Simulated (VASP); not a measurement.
Computed with PW91 GGA, VASP's PBE PAW potentials (set 64) (plane waves; VASP 6.6.1).

A VASP calculation is set up with these files.

**INCAR**
```
! general
SYSTEM = Si
PREC   = Accurate
ENCUT  = 520
LREAL  = F
LASPH  = T

! electronic loop
EDIFF  = 1E-7
NELM   = 100
ALGO   = Normal

! smearing
ISMEAR = 0
SIGMA  = 0.05

! functional
GGA    = 91

! ions
ISIF   = 2

! output
LWAVE  = F
LCHARG = F
```

File KPOINTS:
```
Automatic mesh
0
Gamma
8 8 8
0 0 0
```

### POSCAR
```
Si
1
    0.0000000000     2.6785404340     2.6785404340
    2.6785404340     0.0000000000     2.6785404340
    2.6785404340     2.6785404340     0.0000000000
Si
2
Direct
  0.0000000000   0.0000000000   0.0000000000
  0.2500000000   0.2500000000   0.2500000000
```

POTCAR, in this order: Si (PBE.64 set). Program: vasp_std.

The run wrote:

### OSZICAR
```
       N       E                     dE             d eps       ncg     rms          rms(c)
DAV:   1     0.793437687159E+01    0.79344E+01   -0.32748E+03   464   0.777E+02
DAV:   2    -0.107609192478E+02   -0.18695E+02   -0.18005E+02   696   0.853E+01
DAV:   3    -0.109927196439E+02   -0.23180E+00   -0.23180E+00   592   0.118E+01
DAV:   4    -0.109937818270E+02   -0.10622E-02   -0.10622E-02   736   0.938E-01
DAV:   5    -0.109937829896E+02   -0.11626E-05   -0.11626E-05   584   0.221E-02    0.491E+00
DAV:   6    -0.108479512221E+02    0.14583E+00   -0.10573E-01   568   0.169E+00    0.303E+00
DAV:   7    -0.107827591672E+02    0.65192E-01   -0.19847E-01   560   0.242E+00    0.260E-01
DAV:   8    -0.107834874036E+02   -0.72824E-03   -0.48660E-03   576   0.524E-01    0.712E-02
DAV:   9    -0.107835756774E+02   -0.88274E-04   -0.11961E-04   704   0.907E-02    0.610E-02
DAV:  10    -0.107835971256E+02   -0.21448E-04   -0.36813E-05   552   0.432E-02    0.228E-02
DAV:  11    -0.107835965190E+02    0.60661E-06   -0.47474E-07   720   0.526E-03    0.525E-03
DAV:  12    -0.107835964774E+02    0.41615E-07   -0.11386E-07   552   0.299E-03
   1 F= -.10783596E+02 E0= -.10783596E+02  d E =-.300022E-11
```

**OUTCAR**
```
------------------------ aborting loop because EDIFF is reached ----------------------------------------
  FORCE on cell =-STRESS in cart. coord.  units (eV):
  Direction    XX          YY          ZZ          XY          YZ          ZX
  --------------------------------------------------------------------------------------
  Total        1.5112563      1.5112563      1.5112563     -0.0000000     -0.0000000     -0.0000000
  in kB       62.9976129     62.9976129     62.9976129     -0.0000000     -0.0000000     -0.0000000
  external PRESSURE =      62.9976129 kB  Pullay stress =       0.0000000 kB
  volume of cell :       38.43
      direct lattice vectors                 reciprocal lattice vectors
     0.000000000  2.678540434  2.678540434    -0.186668827  0.186668827  0.186668827
     2.678540434  0.000000000  2.678540434     0.186668827 -0.186668827  0.186668827
     2.678540434  2.678540434  0.000000000     0.186668827  0.186668827 -0.186668827
 POSITION                                       TOTAL-FORCE (eV/Angst)
 -----------------------------------------------------------------------------------
      0.00000      0.00000      0.00000        -0.000000     -0.000000     -0.000000
      1.33927      1.33927      1.33927         0.000000      0.000000      0.000000
 -----------------------------------------------------------------------------------
    total drift:                                0.000000      0.000000     -0.000000
  FREE ENERGIE OF THE ION-ELECTRON SYSTEM (eV)
  ---------------------------------------------------
  free  energy   TOTEN  =       -10.7835964774 eV

  energy  without entropy=      -10.7835964774  energy(sigma->0) =      -10.78359648
```
(Selected blocks of OUTCAR.)

The compound is Si in the diamond structure. This cell is one point of a volume scan, at 0.94 of the reference volume.
